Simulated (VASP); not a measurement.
Given:

```yaml
crystal:
  lattice:
    - [0.00000, 3.03151, 3.03151]
    - [3.03151, 0.00000, 3.03151]
    - [3.03151, 3.03151, 0.00000]
  atoms:
    - { symbol: Dy, position: [0.00000, 0.00000, 0.00000] }
    - { symbol: Te, position: [0.50000, 0.50000, 0.50000] }
```

Calculation: PBEsol GGA with spin-orbit coupling, VASP's PBE PAW potentials (set 64) (plane waves; VASP 6.6.1). Numerical set-up: 400 eV cut-off, 9×9×9 Γ-centred mesh, Gaussian smearing of 0.050 eV, potentials Dy_3 Te.

The 4f electrons are frozen in the core of the lanthanide potential, so 4f levels, which can set the real gap, and their magnetism are missing.

Q: Predict the energy per atom (σ→0), band gap (over mesh and band path) with the smallest direct gap where there is one.

A: 
```yaml
band gap (over mesh and band path): none (metal, semimetal or under 0.01 eV)
energy per atom (σ→0): -5.770 eV/atom
```

Total energies compare only between runs with the same potentials, cut-off and functional.

The structure comes from a measured DyTe entry (Fm-3m) of the Crystallography Open Database, whose conditions weren't checked. It was relaxed first.
